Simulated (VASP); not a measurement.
Consider the following.

```yaml
crystal:
  lattice:
    - [1.56509, -2.71082, 0.00000]
    - [1.56509, 2.71082, 0.00000]
    - [0.00000, 0.00000, 5.01173]
  atoms:
    - { symbol: Al, position: [0.66667, 0.33333, 0.50005] }
    - { symbol: Al, position: [0.33333, 0.66667, 0.00005] }
    - { symbol: N, position: [0.66667, 0.33333, 0.88195] }
    - { symbol: N, position: [0.33333, 0.66667, 0.38195] }
```

Level of theory: PBE GGA, VASP's PBE PAW potentials (set 64) (plane waves; VASP). Run with 600 eV cut-off, 8×8×4 Γ-centred mesh, Gaussian smearing of 0.050 eV, potentials Al N.

Each relaxation starts from this cell; other phases were not tried.

Q: The cell is relaxed at 1 GPa. What happens?

A: The volume per atom goes from 10.63 to 10.57 Å³ (-0.6 %), and the cell becomes a = 3.1234 Å, b = 3.1234 Å, c = 5.0034 Å, α = 90.00°, β = 90.00°, γ = 120.00°, space group P6_3mc.

Q: The cell is relaxed at 15 GPa. What happens?

A: The volume per atom goes from 10.63 to 9.93 Å³ (-6.6 %), and the cell becomes a = b = 3.0635 Å, c = 4.8864 Å, α = β = 90.00°, γ = 120.00°, space group P6_3mc.

Failed runs are left out, and for metals the shear rows, which the mesh's noise covers.

The compound is AlN in the wurtzite structure.
